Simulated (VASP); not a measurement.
Energy against volume of InP (zinc blende). All values below come from r2SCAN+rVV10, VASP's PBE PAW potentials (set 64) (plane waves; VASP 6.6.1). Run with 520 eV cut-off, 8×8×8 Γ-centred mesh, Gaussian smearing of 0.050 eV, potentials In_d P.

```tsv
V (Å³/atom)	E (eV/atom)
24.705	-15.89989
25.469	-15.90560
26.233	-15.90113
26.997	-15.88805
```

Q: Fit these four points and predict the energy of the run at 23.941 Å³/atom.

A: A cubic in V^(−2/3), the third-order Birch-Murnaghan form, passes through the four points with V0 = 25.49 Å³/atom and B0 = 71 GPa, and gives -15.8821 eV/atom there. The run gave -15.8822 eV/atom, -0.1 meV/atom from the fit; all five points give B0 = 71 GPa.

The compound is InP in the zinc blende structure. It was relaxed first.
